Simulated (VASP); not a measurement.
Here is a VASP 6.6.1 calculation.

Contents of INCAR:

```
SYSTEM = W
  ALGO = Fast
  EDIFF = 1E-7
  ENCUT = 520
  GGA = PE
  ISIF = 2
  ISMEAR = 0
  LASPH = .TRUE.
  LCHARG = .FALSE.
  LREAL = .FALSE.
  LWAVE = .FALSE.
  NELM = 80
  PREC = Accurate
  SIGMA = 0.1
```

File KPOINTS:

```
k-points
0
G
  18 18 18
  0 0 0
```

POSCAR

```
W                                       
1.0
   -1.6014970162      1.6014970162      1.6014970162
    1.6014970162     -1.6014970162      1.6014970162
    1.6014970162      1.6014970162     -1.6014970162
  W             
     1
Direct
     0.0000000000000000    0.0000000000000000    0.0000000000000000
```

Potentials or basis: VASP PAW PBE potentials, release 64 (W).

Run with:

```bash
$ cat potpaw_PBE.64/W/POTCAR > POTCAR
$ mpirun -np 1 vasp_std > vasp.out
```

(1) Predict the band gap on the k mesh.

(2) Predict the pressure.

## Answers

(1) none (metal or under the smearing width).

(2) -8.7 GPa.
